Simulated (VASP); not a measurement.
Calculation: LDA (Ceperley-Alder, Perdew-Zunger), VASP's LDA PAW potentials (set 64) (plane waves; VASP).

The input files of a VASP run:

### KPOINTS
```
Regular mesh
0
gamma
13 13 10
```

POSCAR:
```
ZrB2
3.4939330
  0.4484984792  -0.7768222830   0.0000000000
  0.4484984792   0.7768222830   0.0000000000
  0.0000000000   0.0000000000   0.9999998726
Zr B
1 2
direct
  0.0000000000   0.0000000000   0.0000000000
  0.3333330000   0.6666670000   0.5000000000
  0.6666670000   0.3333330000   0.5000000000
```

INCAR:
```
# general
SYSTEM   =  ZrB2
PREC     =  Accurate
ENCUT    =  520
LREAL    =  .FALSE.   # projection in real space or not
LASPH    =  .TRUE.   # aspherical one-centre terms

# electronic loop
EDIFF    =  1E-7   # SCF stop (eV)
NELM     =  100
ALGO     =  Normal   # blocked Davidson
LMAXMIX  =  4

# smearing
ISMEAR   =  -5

# ions
ISIF     =  2   # forces and stress, cell fixed

# output
LWAVE    =  .FALSE.
LCHARG   =  .TRUE.
LORBIT   =  11   # lm-projected
NEDOS    =  601   # DOS grid

# other
LEFG     =  .TRUE.
```

POTCAR, in this order: Zr_sv B (LDA.64 set). Program: vasp_std.

For a metal the tetrahedron method with Blöchl corrections gives inexact stress and forces.

**Question.** What does the run give for the energy per atom (σ→0), band gap (on the k-mesh)?

**Answer.** 
* **energy per atom (σ→0)**: -9.160 eV/atom
* **band gap (on the k-mesh)**: none (metal, semimetal or under 0.01 eV)

File OSZICAR:
```
...
DAV:   9    -0.274807644000E+02    0.38004E-02   -0.18516E-02  4147   0.115E+00    0.121E-01
DAV:  10    -0.274807450849E+02    0.19315E-04   -0.83704E-04  4153   0.262E-01    0.443E-02
DAV:  11    -0.274807495075E+02   -0.44226E-05   -0.26134E-05  4224   0.557E-02    0.161E-02
DAV:  12    -0.274807518526E+02   -0.23452E-05   -0.31695E-06  4305   0.187E-02    0.300E-03
DAV:  13    -0.274807533686E+02   -0.15159E-05   -0.55686E-07  4171   0.709E-03    0.127E-03
DAV:  14    -0.274807532208E+02    0.14780E-06   -0.25920E-08  2028   0.188E-03    0.234E-04
DAV:  15    -0.274807532084E+02    0.12366E-07   -0.33023E-09  1963   0.620E-04
   1 F= -.27480753E+02 E0= -.27480753E+02  d E =0.000000E+00
```

The compound is ZrB2 in the AlB2 type structure. It was relaxed first.
